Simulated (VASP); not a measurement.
Input:

```yaml
crystal:
  lattice:
    - [0.00000, 2.98286, 2.93877]
    - [2.98286, 0.00000, 2.93877]
    - [2.98286, 2.98286, 0.00000]
  atoms:
    - { symbol: In, position: [0.00000, 0.00000, 0.00000] }
    - { symbol: P, position: [0.25000, 0.25000, 0.25000] }
```

Level of theory: PBEsol GGA, VASP's PBE PAW potentials (set 64) (plane waves; VASP 6.6.1). Settings: 480 eV cut-off, 8×8×8 Γ-centred mesh, Gaussian smearing of 0.050 eV, potentials In_d P.

Question: Give the stress tensor in GPa (positive for a compressed cell).

Answer: 
```
-2.05   0.00   0.00
 0.00  -2.05   0.00
 0.00   0.00  -1.44
```
The pressure is its mean diagonal, -1.85 GPa.

The compound is InP in the zinc blende structure. This cell was strained or had an atom moved on purpose.
